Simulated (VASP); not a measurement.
**Al3InN4: relaxation of cell and atoms with PBE**

The system is Al3InN4.

```xyz
8
Lattice="3.2198 0.0000 0.0000 0.0000 3.2198 0.0000 0.0000 0.0000 9.1372" Properties=species:S:1:pos:R:3 pbc="T T T"
Al    0.0000    0.0000    4.5686
Al    1.6099    1.6099    6.6822
Al    1.6099    1.6099    2.4550
In    0.0000    0.0000    0.0000
N     3.2198    1.6099    5.6241
N     1.6099    0.0000    3.5131
N     0.0000    1.6099    1.4229
N     1.6099    0.0000    7.7142
```

The cell was built by a generator and needn't be a form met in nature.

```
Program                : VASP 6.6.1
Task                   : relaxation of cell and atoms
Functional             : PBE
Potentials or basis    : VASP PAW PBE potentials, release 64 (Al, In_d, N)
Cutoff                 : 520 eV
k mesh                 : 8 × 8 × 4
Occupations            : gaussian, width 0.03 eV
Spin                   : no spin polarisation
Further INCAR settings : ALGO = Normal; EDIFF = 1e-07; IBRION = 2; POTIM = 0.3; EDIFFG = -0.005; NSW = 60; ISIF = 3
```

```yaml
Energy_gained_by_relaxing: 0.0 meV/atom
Ionic_steps: 4
Pressure_after_relaxing: 0.0 GPa
Largest_force_after_relaxing: 0.003 eV/Å
Band_gap_on_the_k_mesh: 1.94 eV, direct
```

Forces in eV/Å, atoms in the order of the input:
```
Al   0.000  0.000  0.000
Al   0.000  0.000 -0.002
Al   0.000  0.000  0.002
In   0.000  0.000  0.000
N    0.000  0.000  0.000
N    0.000  0.000  0.000
N    0.000  0.000 -0.003
N    0.000  0.000  0.003
```

Final structure:
```
Al In N
1.0
     3.21978    0.00000    0.00000
     0.00000    3.21978    0.00000
     0.00000    0.00000    9.13741
Al In N
3 1 4
Direct
  0.00000 0.00000 0.50000
  0.50000 0.50000 0.73142
  0.50000 0.50000 0.26858
  0.00000 0.00000 0.00000
  0.00000 0.50000 0.61559
  0.50000 0.00000 0.38441
  0.00000 0.50000 0.15569
  0.50000 0.00000 0.84431
```

Levels at points of the mesh, in eV from the valence-band top:
```tsv
k point	band 17	band 18	band 19	band 20	band 21	band 22	band 23	band 24	band 25	band 26
(0.00, 0.00, 0.00)	-1.12	-1.12	-0.57	0.00	0.00	1.94	3.42	5.01	5.06	7.25
(0.50, 0.00, 0.00)	-1.18	-1.17	-0.84	-0.70	-0.07	4.44	4.78	6.81	7.42	7.57
(0.50, 0.50, 0.00)	-2.99	-2.23	-2.03	-2.03	-1.87	2.97	2.97	5.76	5.76	6.14
(0.00, 0.00, 0.50)	-1.64	-0.83	-0.83	-0.11	-0.11	2.78	3.69	3.84	4.87	7.64
(0.50, 0.00, 0.50)	-1.42	-1.21	-1.17	-1.17	-0.07	4.63	4.94	6.85	7.07	7.69
(0.50, 0.50, 0.50)	-2.58	-2.49	-2.44	-2.44	-2.35	4.04	4.04	4.35	4.35	6.38
```

It took 55 s on 4 MPI ranks on Intel(R) Xeon(R) Platinum 8488C (Sapphire Rapids), with other jobs on the host, peak memory 0.25 GiB a rank.

Caveat: spin-orbit coupling is left out, which moves the levels of the heavy elements. A k mesh can miss the band edges.
